Before any property of a crystal is calculated, someone must fix the size of its cell, and a natural choice is the volume at which the calculated pressure is zero. For the diamond cells below, that rule would pick about 5.1 Å³ per atom. The total energies of the same runs reject this choice: they are still falling at the largest volume. The cell size should therefore not be taken from these pressures, and the reason is worth knowing, because the pressures themselves look faultless.

Diamond (two-atom cell) at fixed volumes, calculated with VASP 6.6.1 using the PBE functional, the recommended PAW potential for carbon and no spin polarisation. All runs use a plane-wave cutoff of 250 eV, a 14 × 14 × 14 k-point mesh and Gaussian smearing of 0.02 eV. Pressure is taken from the calculated stress and is positive in compression.

```csv
volume (Å³/atom),shortest distance (Å),pressure (GPa)
4.667,1.447,54.57
4.821,1.463,32.68
4.975,1.478,13.99
5.129,1.493,-2.63
5.282,1.508,-17.03
5.436,1.523,-29.91
```

## Why the pressure falls

Positive pressure means that the cell pushes outwards. Two tendencies compete in it. Electrons confined to a smaller space have shorter wavelengths and so more kinetic energy, which resists compression. The attraction between electrons and nuclei also grows when everything moves closer together, and it favours compression.

The two respond differently to a change of size. If all lengths shrink by the same factor, kinetic energy grows as the inverse square of length and electrostatic energy only as the inverse. With $V$ for the volume per atom, these become $V^{-2/3}$ and $V^{-1/3}$. The pressure $P$ is minus the slope of energy with volume, so

$$P = aV^{-5/3} - bV^{-4/3},$$

where $a$ and $b$ are positive constants.

The limits show how the curve must run. In a very small cell the first term wins and the pressure is large and positive. As the cell grows, that term fades faster, so the pressure falls, passes through zero and turns negative. The fall also becomes gentler: the first step of the table lowers the pressure by 22 GPa, the last by 13 GPa, although the volume steps are equal.

Fitted to all six printed pressures, this form follows them to a few tenths of a GPa, about ten times more closely than a straight line with as many constants. Diamond's directed bonds and frozen atomic cores do not scale so simply, so $a$ and $b$ should not be read as energies of anything. The formula explains the shape of the curve. It cannot vouch for where the curve crosses zero, because its constants absorb any smooth error in the data.

## What the energies say

Pressure can also be obtained by a second route: take the total energies of two neighbouring cells and divide the energy released on expansion by the volume added. The third and fourth rows enclose the apparent resting point. Between them the energy falls from −17.909 to −18.085 eV per cell of two atoms, or 0.088 eV per atom. Spread over 0.154 Å³ per atom, this is an outward pressure of about 92 GPa.

The mean printed pressure over that step is only 6 GPa. The two routes thus disagree by about 86 GPa, which is as much as the printed pressure changes over the whole table. The finite volume step is not to blame, since the curvature of the printed pressures limits its error to about 0.3 GPa.

The same conflict appears when the whole expansion is taken at once. Between the first and last rows the energy falls by 0.45 eV per atom, whereas the printed pressures account for only 0.04 eV. The negative pressures in the last three rows are therefore no sign of stretched diamond. The real crystal has, as a rough recalled figure, 5.7 Å³ per atom, so every cell here is a compressed one.

## Why the two routes disagree

The calculation builds its electron waves from a limited stock of plane waves, and a cutoff sets the finest detail they can describe. The printed pressure asks how the energy would change if the cell were stretched slightly with the same set of waves. Those waves would be stretched too, and some of the finest detail would be lost. The loss costs energy, so the cell appears to resist expansion more than it should, and the printed pressure comes out too low.

The separate runs follow a different rule. Each uses the same cutoff, so a larger cell receives more waves and keeps the same fineness of detail. Its energy carries no penalty for stretched waves. The difference between the two pressures is known as the Pulay stress.

Its size follows from counting. The number of waves per atom, $N$, is proportional to $V E_{\mathrm{cut}}^{3/2}$, where $E_{\mathrm{cut}}$ is the cutoff energy. At fixed cutoff, a 1 % larger volume brings 1 % more waves; at fixed volume, the same gain needs a cutoff only two thirds of a per cent higher. With $E$ for the energy per atom, this gives

$$P_{\mathrm{energy}} - P_{\mathrm{printed}} = \frac{2}{3V}\left|\frac{\partial E}{\partial \ln E_{\mathrm{cut}}}\right|.$$

The difference is positive because added waves lower the energy. In the limit of a complete set, further waves change nothing, the right-hand side vanishes and the two pressures agree.

Read backwards, the relation tells how far the runs are from that limit. For the step worked out above, the difference of 86 GPa is 0.54 eV/Å³. Multiplied by $3V/2$, with $V$ near 5.05 Å³, it gives about 4.1 eV per atom. A cutoff only 1 % higher would thus lower the bare energy in this basis by some 41 meV per atom, which is a strong dependence for a quantity meant to be converged. The printed total energy would move differently, because VASP adds to it a constant per atom that corrects for the free atom's own basis error at the given cutoff. Such a constant is the same at every volume and leaves the slopes used here untouched.

That the low cutoff is responsible is a conclusion from theory, because no row repeats a cell with a higher one. The evidence fits it well: the disagreement has the predicted sign in every step, and the cutoff of 250 eV lies far below the roughly 400 eV recommended for this carbon dataset.

## Where the simple account fails

If the missing detail belonged entirely to the region near each nucleus, it would cost the same energy at every volume, and the disagreement would shrink as $1/V$. Over the table that would be a loss of about 11 %. The actual loss is 24 %, from 96 to 73 GPa. A $1/V$ law fitted to the five steps does better than a constant offset, but it still misses by about 5 GPa on average.

The basis error must therefore depend on volume as well. A plausible guess is that shorter bonds pile up electron density with more fine detail, which a coarse set of waves describes worse. Whatever the cause, the relation above gives a gain of about 43 meV per atom for a 1 % higher cutoff in the first step, but only 37 meV in the last. Raising the cutoff should therefore lower the small cells more than the large ones and make the energy curve less steep. The pressures from the energies are thus expected to be too high, while the printed ones are too low.

The energies also show a small unevenness. From step to step their pressure falls by about 20, 27, 20 and 22 GPa, where a smooth curve would show gradually changing amounts. An error of 1 meV per atom in a single energy shifts the neighbouring pressures by about 1 GPa, so a few meV are enough to cause this. A likely source is the set of plane waves, which changes in discrete jumps as the cell grows. The band energies of these runs show such jumps: the top of the valence band falls by 0.4 to 0.5 eV in three of the steps, but by 0.8 and 1.0 eV in the second and the fourth, as expected when a new group of waves slips under the cutoff. How much of the unevenness in the total energy comes from this is not shown.

## What to do

Do not shift the printed pressures by a constant and carry on. The correction varies by more than 20 GPa across the table, and the energies that would supply it are themselves unconverged. For the same reason, neither set of numbers should be used for a resting volume or a stiffness.

Raise the cutoff and repeat two neighbouring volumes until the printed pressure agrees with the one from the energy difference. This costs two runs for each cutoff and tests the very quantity that is needed. Then extend the series to larger cells, so that the energy minimum lies inside it, and read the resting volume there.

The direction of the error carries over to other crystals treated with too few plane waves. Wherever extra waves still lower the energy noticeably, the printed pressure lies below the one from the energies, and a cell relaxed to zero pressure usually comes out too small. The effect is worst for atoms whose electron waves vary sharply near the nucleus, and for small volumes per atom, because the same error per atom is then divided by less space. The analysis printed below gives both pressures for every step.

The analysis program printed:

```
Steps ending at each row:
    row  change of printed pressure GPa  mean printed pressure GPa  pressure from energy slope GPa  difference GPa  energy gain per 1 % cutoff meV/atom
  4.821                          -21.89                      43.62                           139.4            95.8                                42.55
  4.975                          -18.69                      23.34                             119           95.62                                43.84
  5.129                          -16.62                       5.68                           91.51           85.83                                40.59
  5.282                           -14.4                      -9.83                           71.17              81                                39.48
  5.436                          -12.88                     -23.47                           49.58           73.05                                36.65
fit of pressure on 6 rows: coefficient of a 23962 +/- 111, coefficient of b -13916 +/- 65; rms 0.26, worst 4.667 -0.387, leave-one-out rms 0.487
fit of pressure on 6 rows: constant 560.4 +/- 27, coefficient of v -109.2 +/- 5.3; rms 2.78, worst 4.667 -3.95, leave-one-out rms 5.02
fit of gap on 5 rows: coefficient of invv 436 +/- 13; rms 5.21, worst 5.436 8.3, leave-one-out rms 6.46
fit of gap on 5 rows: constant 86.26 +/- 4.4; rms 8.73, worst 5.436 13.2, leave-one-out rms 10.9
Volume where printed pressure crosses zero, interpolated, in A3/atom: 5.105
Shortest distance at that crossing, in A: 1.491
Volume of zero pressure in the scaling model, in A3/atom: 5.105
Energy drop from first to last row, from total energies, in eV/atom: 0.452
Energy drop from first to last row, from printed pressures, in eV/atom: 0.03778
Mean difference of the two pressures, in GPa: 86.26
Whole range of the printed pressures, in GPa: 84.48
Largest error from the finite volume step, in GPa: 0.2667
Shift of a slope pressure per 1 meV/atom error in one energy, in GPa: 1.041
```
